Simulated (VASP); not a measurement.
# FSiH3: single point with PBE

The system is FSiH3, in a box.

```
F Si H
1.0
    12.00000    0.00000    0.00000
     0.00000   12.00000    0.00000
     0.00000    0.00000   12.00000
F Si H
1 1 3
Direct
  0.41667 0.51531 0.59835
  0.51827 0.49938 0.52110
  0.48327 0.48929 0.40905
  0.58134 0.39869 0.56205
  0.58729 0.60311 0.53699
```

The cell isn't the ideal one: atoms moved at random, drawn with an rms of 0.05 Å.

```
Program             : VASP 6.6.1
Task                : single point
Functional          : PBE
Potentials or basis : VASP PAW PBE potentials, release 64 (F, Si, H)
Cutoff              : 520 eV
k mesh              : 1 × 1 × 1
Occupations         : gaussian, width 0.01 eV
Spin                : no spin polarisation
```

* Largest force: 3.062 eV/Å
* Gap between the frontier levels: 6.95 eV

Forces on the atoms (eV/Å):
```
F   -2.513  0.239  1.688
Si   3.056  0.059  0.180
H   -0.450 -0.220 -1.453
H   -0.107  0.181 -0.234
H    0.015 -0.259 -0.180
```

Levels at points of the mesh, in eV from the valence-band top:
```tsv
k point	band 3	band 4	band 5	band 6	band 7	band 8	band 9	band 10	band 11
(0.00, 0.00, 0.00)	-3.07	-2.93	-2.91	-0.31	0.00	6.95	7.62	8.26	8.41
```

It took 88 s on 1 thread of Intel(R) Xeon(R) 6975P-C (Granite Rapids), with other jobs on the host, peak memory 1.2 GiB.
